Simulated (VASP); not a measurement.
```yaml
crystal:
  lattice:
    - [0.00000, 3.28954, 3.28954]
    - [3.28954, 0.00000, 3.28954]
    - [3.28954, 3.28954, 0.00000]
  atoms:
    - { symbol: Ba, position: [0.00000, 0.00000, 0.00000] }
    - { symbol: S, position: [0.50000, 0.50000, 0.50000] }
```

The numbers are results of LDA (Ceperley-Alder, Perdew-Zunger), VASP's LDA PAW potentials (set 64) (plane waves; VASP 6.6.1), not measurements. Numerical set-up: 300 eV cut-off, 9×9×9 Γ-centred mesh, Gaussian smearing of 0.010 eV, potentials Ba_sv S.

Unless said otherwise, spin-orbit coupling is left out, though it shifts the bands of the heavy elements here.

Give the energies of bands 6 to 11 at the high-symmetry points, in eV from the valence-band maximum.

| band | Γ | X | U | L | W |
|---|---|---|---|---|---|
| 6 | 0.00 | -0.62 | -0.92 | -1.83 | -1.02 |
| 7 | 0.00 | -0.18 | -0.61 | -0.96 | -0.55 |
| 8 | 0.00 | -0.18 | -0.57 | -0.96 | -0.55 |
| 9 | 2.90 | 2.04 | 3.12 | 5.09 | 4.03 |
| 10 | 3.68 | 5.32 | 5.53 | 5.20 | 4.03 |
| 11 | 3.68 | 5.62 | 5.99 | 5.84 | 5.74 |

The gap is indirect, 2.04 eV, from the valence maximum at Γ to the conduction minimum at X.

The structure comes from a computed database's BaS entry; how it stands against other phases isn't given here. The cell was not relaxed at this level.
